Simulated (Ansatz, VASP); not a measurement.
# Two plane-wave programs on AlSn

INCAR

```
SYSTEM = AlSn
PREC = Accurate
ENCUT = 520
EDIFF = 1E-8
ISMEAR = -1
SIGMA = 0.05
LREAL = .False.
LASPH = .True.
NELM = 60
ALGO = Normal
ISIF = 2
LWAVE = .False.
LCHARG = .False.
GGA = PS
LEFG = .True.
NBANDS = 16
```

The input KPOINTS:

```
regular mesh
0
Gamma
  11 11 12
  0 0 0
```

The input POSCAR:

```
AlSn
1.0
    4.1699295612      0.0000000000      0.0000000000
   -2.0849647806      3.6112649320      0.0000000000
    0.0000000000      0.0000000000      3.2846527272
Al Sn
1 1
Direct
    0.0000000000      0.0000000000      0.0000000000
    0.3333333333      0.6666666667      0.5000000000
```

Input for Ansatz:

```yaml
crystal:
  lattice:
    - [4.1699295612, 0.0, 0.0]
    - [-2.0849647806, 3.611264932, 0.0]
    - [0.0, 0.0, 3.2846527272]
  atoms:
    - { symbol: Al, position: [0.0, 0.0, 0.0] }
    - { symbol: Sn, position: [0.3333333333, 0.6666666667, 0.5] }
kpoints:
  mp_grid: { grid: [11, 11, 12] }
scf:
  occupations: { method: fermi_dirac, width: 0.05 }
hamiltonian:
  xc: pbesol
  pseudopotentials: { kind: paw }
output:
  forces: true
  stress: true
  eigenvalues: true
  efg: { contact_densities: true }
```

Change from the starting cell: volume scaled by 0.98, PAW files.

Alike in both runs: task electric field gradients; functional PBEsol; k mesh 11 × 11 × 12; occupations fermi-dirac, width 0.05 eV; no spin polarisation.

|  | VASP | Ansatz |
| --- | --- | --- |
| version | VASP 6.6.1 | Ansatz 0.2.0 |
| potentials or method | VASP PAW PBE potentials, release 64 (Al, Sn_d) | PAW with Ansatz's default frozen-core files, scalar-relativistic |
| plane-wave cutoff (eV) | 520 | 420 |
| valence electrons in the cell | 17 | 17 |

|  | VASP | Ansatz | Ansatz less VASP |
| --- | --- | --- | --- |
| pressure (GPa) | -1.1 | -1.1 | +0.04 |
| largest component of the traceless stress (GPa) | 0.82 | 0.82 | -0.009 |
| Vzz of the field gradient on the site that differs most (V/Å²) | 74.8 | 78.3 | +3.46 |

Ansatz warned: «gradients_without_spin_orbit».

Caveats: the PAW data sets were made with another functional, which shifts forces and pressure a little (VASP).
